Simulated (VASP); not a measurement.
# MgBe (Pm-3m) in VASP: phonons with r2SCAN

Aim: the phonons of MgBe with r2SCAN.

All numbers are computed with VASP 6.6.1; they aren't measurements. Logs are shortened: lines on timing, memory, paths and dates and some standing lists are left out, and cuts for length are marked.

### 1 The structure

It takes space group Pm-3m (No. 221, cubic). The conventional cell has a = 2.902 Å, b = 2.902 Å, c = 2.902 Å, α = 90.00°, β = 90.00°, γ = 90.00°. Around Mg (site symmetry m-3m) lie 8 Be at 2.51 Å. Be (site symmetry m-3m) has 8 Mg at 2.51 Å as nearest neighbours.

The cell was built by a generator and needn't be a form met in nature.

### 2 Phonons, r2SCAN

File POSCAR:

```
MgBe
1.0
    2.9023522700      0.0000000000      0.0000000000
    0.0000000000      2.9023522700      0.0000000000
    0.0000000000      0.0000000000      2.9023522700
Mg Be
1 1
Direct
    0.5000000000      0.5000000000      0.5000000000
    0.0000000000      0.0000000000      0.0000000000
```

File INCAR.step1:

```
PREC = Accurate
ENCUT = 600
EDIFF = 1E-8
ISMEAR = 1
SIGMA = 0.1
LREAL = F
LASPH = T
NELM = 100
ALGO = Normal
ISIF = 3
LWAVE = F
LCHARG = F
METAGGA = R2SCAN
LMIXTAU = T
IBRION = 2
NSW = 40
EDIFFG = -0.002
```

File INCAR.step2:

```
PREC = Accurate
ENCUT = 600
EDIFF = 1E-8
ISMEAR = 1
SIGMA = 0.1
LREAL = F
LASPH = T
NELM = 100
ALGO = Normal
ISIF = 2
LWAVE = F
LCHARG = F
METAGGA = R2SCAN
LMIXTAU = T
IBRION = 6
NFREE = 2
POTIM = 0.015
NSW = 1
```

File KPOINTS:

```
regular mesh
0
Gamma
  7 7 7
```

Potentials or basis: VASP PAW PBE potentials, release 64 (Mg, Be).

Launch:

```console
$ cat potpaw_PBE.64/Mg/POTCAR potpaw_PBE.64/Be/POTCAR > POTCAR
$ cp INCAR.step1 INCAR
$ mpirun -np 1 vasp_std > vasp.out
$ cp CONTCAR POSCAR
$ cp INCAR.step2 INCAR
$ mpirun -np 1 vasp_std > vasp.out
```

OUTCAR:

```text
PREC = Accurate
   ENCUT = 600
   EDIFF = 1E-8
   ISMEAR = 1
   LREAL = F
   LASPH = T
   NELM = 100
   ISIF = 2
   METAGGA = R2SCAN
   IBRION = 6
   NFREE = 2
   POTIM = 0.015
   NSW = 1

 ion  position               nearest neighbor table
   1  0.500  0.500  0.500-   2 2.67   2 2.67   2 2.67   2 2.67   2 2.67   2 2.67   2 2.67   2 2.67

   2  0.000  0.000  0.000-   1 2.67   1 2.67   1 2.67   1 2.67   1 2.67   1 2.67   1 2.67   1 2.67

  LATTYP: Found a simple cubic cell.
 ALAT       =     3.0777771198

  Lattice vectors:

 A1 = (   3.0777771198,   0.0000000000,   0.0000000000)
 A2 = (   0.0000000000,   3.0777771198,   0.0000000000)
 A3 = (   0.0000000000,   0.0000000000,   3.0777771198)

Analysis of symmetry for initial positions (statically):
=====================================================================
 Subroutine PRICEL returns:
 Original cell was already a primitive cell.

 Routine SETGRP: Setting up the symmetry group for a
 simple cubic supercell.

 Subroutine GETGRP returns: Found 48 space group operations
 (whereof 48 operations were pure point group operations)
 out of a pool of 48 trial point group operations.

The static configuration has the point symmetry O_h .

Analysis of symmetry for dynamics (positions and initial velocities):
=====================================================================
 Subroutine PRICEL returns:
 Original cell was already a primitive cell.

 Routine SETGRP: Setting up the symmetry group for a
 simple cubic supercell.

 Subroutine GETGRP returns: Found 48 space group operations
 (whereof 48 operations were pure point group operations)
 out of a pool of 48 trial point group operations.

The dynamic configuration has the point symmetry O_h .

 Subroutine INISYM returns: Found 48 space group operations
 (whereof 48 operations are pure point group operations),
 and found     1 'primitive' translations

----------------------------------------------------------------------------------------

                                     Primitive cell

  volume of cell :      29.1549

  direct lattice vectors                    reciprocal lattice vectors
     3.077777120  0.000000000  0.000000000     0.324909817  0.000000000  0.000000000
     0.000000000  3.077777120  0.000000000     0.000000000  0.324909817  0.000000000
     0.000000000  0.000000000  3.077777120     0.000000000  0.000000000  0.324909817

  length of vectors
     3.077777120  3.077777120  3.077777120     0.324909817  0.324909817  0.324909817

  position of ions in fractional coordinates (direct lattice)
     0.500000000  0.500000000  0.500000000
     0.000000000  0.000000000  0.000000000

  ion indices of the primitive-cell ions
   primitive index   ion index
                 1           1
                 2           2

----------------------------------------------------------------------------------------

 KPOINTS: regular mesh

Automatic generation of k-mesh.
 Grid dimensions read from file:
 generate k-points for:    7    7    7

 Generating k-lattice:

  Cartesian coordinates                     Fractional coordinates (reciprocal lattice)
     0.046415688  0.000000000  0.000000000     0.142857143  0.000000000  0.000000000
     0.000000000  0.046415688  0.000000000     0.000000000  0.142857143  0.000000000
     0.000000000  0.000000000  0.046415688     0.000000000  0.000000000  0.142857143

  Length of vectors
     0.046415688  0.046415688  0.046415688

  Shift w.r.t. Gamma in fractional coordinates (k-lattice)
[... 51 lines left out ...]
   IBRION =      6    ionic relax: 0-MD 1-quasi-New 2-CG
   NFREE  =      2    steps in history (QN), initial steepest desc. (CG)
   ISIF   =      2    stress and relaxation
   ISYM   =      2    0-nonsym 1-usesym 2-fastsym
   POTIM  = 0.0150    time-step for ionic-motion
   TEBEG  =    0.0;   TEEND  =   0.0 temperature during run
   PSTRESS=    0.0 pullay stress
   NELECT =       4.0000    total number of electrons
   NUPDOWN=      -1.0000    fix difference up-down
   EMIN   =  10.00;   EMAX   =-10.00  energy-range for DOS
   EFERMI =   0.00;   METHOD = LEGACY
   ISMEAR =     1;   SIGMA  =   0.10  broadening in eV -4-tet -1-fermi 0-gaus
   EFERMI_NEDOS =   21; number of points for ismear=-14 and -15
   IALGO  =     38    algorithm
   IMIX   =      4    mixing-type and parameters
     AMIX     =   0.40;   BMIX     =  1.00
     AMIX_MAG =   1.60;   BMIX_MAG =  1.00
  volume/ion in A,a.u.               =      14.58        98.37
  Fermi-wavevector in a.u.,A,eV,Ry     =   0.844354  1.595597  9.700041  0.712933
  Thomas-Fermi vector in A             =   1.959368
   LORBIT       =      0    0 simple, 1 ext, 2 COOP (PROOUT), +10 PAW based schemes
   METAGGA = R2SCAN    functional components
   LHFCALC =     F    Hartree Fock is set to
   AEXX    =    0.0000 exact exchange contribution
   IVDW    =     0    specifies the selected vdW correction
   LEPSILON=     F    determine dielectric tensor
   LRPA    =     F    only Hartree local field effects (RPA)
 finite differences with symmetry
 non-spin polarized calculation
 Methfessel and Paxton  Order N= 1 SIGMA  =   0.10
  energy-cutoff  :      600.00
  volume of cell :       29.15
 maximum number of plane-waves:       985
 NGX is ok and might be reduce to    28
   NGX = 13   NGY = 13   NGZ = 13

--------------------------------------- Ionic step        1  -------------------------------------------

 number of electron       4.0000000 magnetization

 Free energy of the ion-electron system (eV)
  ---------------------------------------------------
  ext. energy  EPLUGINS =         0.00000000
  ---------------------------------------------------
  free energy    TOTEN  =        -7.78027472 eV

  energy without entropy =       -7.77904720  energy(sigma->0) =       -7.77986554

------------------------ aborting loop because EDIFF is reached ----------------------------------------

  FORCE on cell =-STRESS in cart. coord.  units (eV):
  Direction    XX          YY          ZZ          XY          YZ          ZX
  --------------------------------------------------------------------------------------
  -------------------------------------------------------------------------------------
  Total       -0.0003338     -0.0003338     -0.0003338     -0.0000000     -0.0000000      0.0000000
  in kB       -0.0183446     -0.0183446     -0.0183446     -0.0000000     -0.0000000      0.0000000
  external PRESSURE =      -0.0183446 kB  Pullay stress =       0.0000000 kB
[... 131 lines left out ...]
--------------------------------------- Ionic step        5  -------------------------------------------

 number of electron       4.0000000 magnetization

 Free energy of the ion-electron system (eV)
  ---------------------------------------------------
  ext. energy  EPLUGINS =         0.00000000
  ---------------------------------------------------
  free energy    TOTEN  =        -7.77980535 eV

  energy without entropy =       -7.77857745  energy(sigma->0) =       -7.77939605

 E-fermi :   4.0410     XC(G=0):  -9.9722

 val. band max:        3.5486635034   @ k =   0.4286   0.4286   0.1429
 cond. band min:       4.0728364209   @ k =   0.4286   0.4286   0.2857
 fundamental gap:      0.5241729175
 Fermi energy:         4.0410251398

 k-point     1 :       0.0000    0.0000    0.0000
  band No.  band energies     occupation
      1      -5.0249      2.00000
      2       8.3722      0.00000
      3       8.3723      0.00000
      4       8.3723      0.00000
      5      10.4301      0.00000
      6      10.4310      0.00000
[... 199 lines left out ...]
 k-point    24 :       0.0000    0.1429    0.1429
  band No.  band energies     occupation
      1      -4.3971      2.00000
      2       5.4922     -0.00000
      3       6.5883      0.00000
      4       8.8669      0.00000
      5      12.2544      0.00000
      6      14.3832      0.00000

 [... further k-points ...]

------------------------ aborting loop because EDIFF is reached ----------------------------------------

  FORCE on cell =-STRESS in cart. coord.  units (eV):
  Direction    XX          YY          ZZ          XY          YZ          ZX
  --------------------------------------------------------------------------------------
  -------------------------------------------------------------------------------------
  Total       -0.0000949      0.0009073      0.0009073      0.0000000      0.0000000     -0.0000000
  in kB       -0.0052159      0.0498604      0.0498604      0.0000000      0.0000000     -0.0000000
  external PRESSURE =       0.0315017 kB  Pullay stress =       0.0000000 kB
[... 17 lines left out ...]
  FREE ENERGIE OF THE ION-ELECTRON SYSTEM (eV)
  ---------------------------------------------------
  free  energy   TOTEN  =        -7.7798053520 eV

  energy  without entropy=       -7.7785774450  energy(sigma->0) =       -7.77939605

 INTERNAL STRAIN TENSORS FROM DISPLACED ATOMS
 ============================================

 INTERNAL STRAIN TENSOR FOR ION    1 for displacements in x,y,z  (eV/Angst):
          X           Y           Z          XY          YZ          ZX
  --------------------------------------------------------------------------------
  x     0.00000     0.00000     0.00000     0.00000     0.00000     0.00000
  y     0.00000     0.00000     0.00000     0.00000     0.00000     0.00000
  z     0.00000     0.00000     0.00000     0.00000     0.00000     0.00000

 INTERNAL STRAIN TENSOR FOR ION    2 for displacements in x,y,z  (eV/Angst):
          X           Y           Z          XY          YZ          ZX
  --------------------------------------------------------------------------------
  x     0.00000     0.00000     0.00000     0.00000     0.00000     0.00000
  y     0.00000     0.00000     0.00000     0.00000     0.00000     0.00000
  z     0.00000     0.00000     0.00000     0.00000     0.00000     0.00000

 Eigenvectors and eigenvalues of the dynamical matrix
 ----------------------------------------------------

   1 f  =   12.457702 THz    78.274048 2PiTHz  415.544201 cm-1    51.520891 meV
             X         Y         Z           dx          dy          dz
      1.538889  1.538889  1.538889     0.000000   -0.520603    0.000000
      0.000000  0.000000  0.000000    -0.000000    0.853799    0.000000
[... 21 lines left out ...]
   6 f/i=    0.007196 THz     0.045215 2PiTHz    0.240040 cm-1     0.029761 meV
             X         Y         Z           dx          dy          dz
      1.538889  1.538889  1.538889    -0.329368   -0.787711    0.000000
      0.000000  0.000000  0.000000    -0.200832   -0.480306    0.000000

 ELASTIC MODULI CONTR FROM IONIC RELAXATION (kBar)
 Direction    XX          YY          ZZ          XY          YZ          ZX
 --------------------------------------------------------------------------------
 XX           0.0000      0.0000      0.0000      0.0000      0.0000      0.0000
 YY           0.0000      0.0000      0.0000      0.0000      0.0000      0.0000
 ZZ           0.0000      0.0000      0.0000      0.0000      0.0000      0.0000
 XY           0.0000      0.0000      0.0000      0.0000      0.0000      0.0000
 YZ           0.0000      0.0000      0.0000      0.0000      0.0000      0.0000
 ZX           0.0000      0.0000      0.0000      0.0000      0.0000      0.0000
 --------------------------------------------------------------------------------
```

It took 2.3 min on 1 thread of Intel Xeon 6975P-C (Granite Rapids), shared host; peak memory 0.17 GiB.

Results:

```
Relaxed volume                                          : 14.58 Å³/atom
Relaxed cell                                            : a = 3.078 Å, b = 3.078 Å, c = 3.078 Å, α = 90.00°, β = 90.00°, γ = 90.00°
Space group after relaxing (to 0.05 Å)                  : Pm-3m (No. 221)
Highest phonon frequency at Γ, LO-TO splitting left out : 416 cm⁻¹
```

The path:
```csv
step,energy change (eV),largest force (eV/Å),pressure (GPa),volume (Å³)
1,0.0000,0.0000,15.74,24.45
2,-0.2001,0.0000,0.46,28.95
3,-0.2004,0.0000,-0.05,29.18
4,-0.2004,0.0000,0.17,29.08
5,-0.2004,0.0000,0.17,29.08
6,-0.2004,0.0000,0.17,29.08
7,-0.2004,0.0000,0.17,29.08
8,-0.2004,0.0000,0.17,29.08
9,-0.2004,0.0000,0.17,29.08
10,-0.2004,0.0000,0.16,29.08
11,-0.2004,0.0000,0.16,29.08
12,-0.2004,0.0000,0.16,29.08
13,-0.2004,0.0000,0.16,29.08
14,-0.2004,0.0000,0.15,29.09
15,-0.2004,0.0000,0.13,29.09
16,-0.2004,0.0000,0.10,29.11
17,-0.2004,0.0000,0.04,29.14
18,-0.2004,0.0000,-0.10,29.20
19,-0.2004,0.0000,0.00,29.15
```

Final structure:
```cif
data_structure
_symmetry_space_group_name_H-M 'P 1'
_symmetry_Int_Tables_number 1
_cell_length_a 3.0778
_cell_length_b 3.0778
_cell_length_c 3.0778
_cell_angle_alpha 90.000
_cell_angle_beta 90.000
_cell_angle_gamma 90.000
_cell_volume 29.15
loop_
_atom_site_label
_atom_site_type_symbol
_atom_site_fract_x
_atom_site_fract_y
_atom_site_fract_z
_atom_site_occupancy
Mg1 Mg 0.50000 0.50000 0.50000 1
Be1 Be 0.00000 0.00000 0.00000 1
```

Phonon frequencies in cm⁻¹ (negative: imaginary):
```
              q point        frequencies
(0.000, 0.000, 0.000)  0 0 0 416 416 416
```

Caveat: the volume moved by over 15 % at a fixed basis, so the end points are rough; the PAW data sets were made with another functional, which shifts forces and pressure a little.
